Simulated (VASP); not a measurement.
Be2ZnO3: relaxation of cell and atoms with PBE

The system is Be2ZnO3.

```
Be Zn O
1.0
     2.93000    0.00000    0.00000
    -1.46500    2.53745    0.00000
     0.00000    0.00000    7.18000
Be Zn O
2 1 3
Direct
  0.33333 0.66667 0.36000
  0.66667 0.33333 0.67000
  0.00000 0.00000 0.00000
  0.33333 0.66667 0.59000
  0.66667 0.33333 0.90000
  0.00000 0.00000 0.27000
```

The cell was built by a generator and needn't be a form met in nature.

```yaml
Program: VASP 6.6.1
Task: relaxation of cell and atoms
Functional: PBE
Potentials_or_basis: VASP PAW PBE potentials, release 64 (Be, Zn, O)
Cutoff: 520 eV
k_mesh: 5 × 5 × 2
Occupations: gaussian, width 0.15 eV
Spin: no spin polarisation
Further_INCAR_settings: PREC = Normal; ALGO = Fast; EDIFF = 0.0001; IBRION = 2; EDIFFG = -0.08; NSW = 24; ISIF = 3
```

```
Relaxed volume                         : 8.67 Å³/atom
Relaxed cell                           : a = 2.875 Å, b = 2.875 Å, c = 7.265 Å, α = 90.00°, β = 90.00°, γ = 120.00°
Space group after relaxing (to 0.05 Å) : P3m1 (No. 156)
Energy gained by relaxing              : 75.3 meV/atom
Ionic steps                            : 8
Pressure after relaxing                : -0.4 GPa
Largest force after relaxing           : 0.058 eV/Å
Band gap on the k mesh                 : 2.40 eV, direct
```

Forces in eV/Å, atoms in the order of the input:
```
Be   0.000  0.000 -0.018
Be   0.000  0.000 -0.043
Zn   0.000  0.000 -0.055
O    0.000  0.000  0.006
O    0.000  0.000  0.058
O    0.000  0.000  0.051
```

Stress tensor (GPa, compression positive):
```
-0.61  0.00  0.00
 0.00 -0.61  0.00
 0.00  0.00  0.07
```

Step by step:
```
step  energy change (eV)  largest force (eV/Å)  pressure (GPa)  volume (Å³)
   1              0.0000                3.0605            2.05        53.38
   2             -0.2436                1.8849           -5.33        54.26
   3             -0.3110                1.0483           -3.70        53.99
   4             -0.4299                0.4014           -1.31        52.65
   5             -0.4443                0.3414           -0.05        52.04
   6             -0.4506                0.1535            0.23        52.01
   7             -0.4506                0.1547            0.03        52.01
   8             -0.4520                0.0581           -0.38        52.02
```

Final structure:
```
CELL_PARAMETERS angstrom
2.87528 0.00000 0.00000
-1.43764 2.49007 0.00000
0.00000 0.00000 7.26540
ATOMIC_POSITIONS crystal
Be 0.33333 0.66667 0.36155
Be 0.66667 0.33333 0.66096
Zn 0.00000 0.00000 0.01581
O 0.33333 0.66667 0.58426
O 0.66667 0.33333 0.88053
O 0.00000 0.00000 0.28689
```

Levels at points of the mesh, in eV from the valence-band top:
| k point | band 15 | band 16 | band 17 | band 18 | band 19 | band 20 |
| --- | --- | --- | --- | --- | --- | --- |
| (0.00, 0.00, 0.00) | -1.13 | 0.00 | 0.00 | 2.40 | 6.92 | 7.34 |
| (0.00, 0.00, 0.50) | -1.52 | -0.02 | -0.02 | 2.99 | 5.93 | 8.40 |

It took 25 s on 1 thread of Intel(R) Xeon(R) Platinum 8488C (Sapphire Rapids), with other jobs on the host, peak memory 0.14 GiB.

Caveat: the k mesh is coarse (spacing up to 0.50 Å⁻¹), so the values aren't converged; the relaxation stopped at a loose force limit of 0.08 eV/Å, so its end isn't a converged minimum. A hybrid or GW would open this gap; PBE tends to underestimate it.
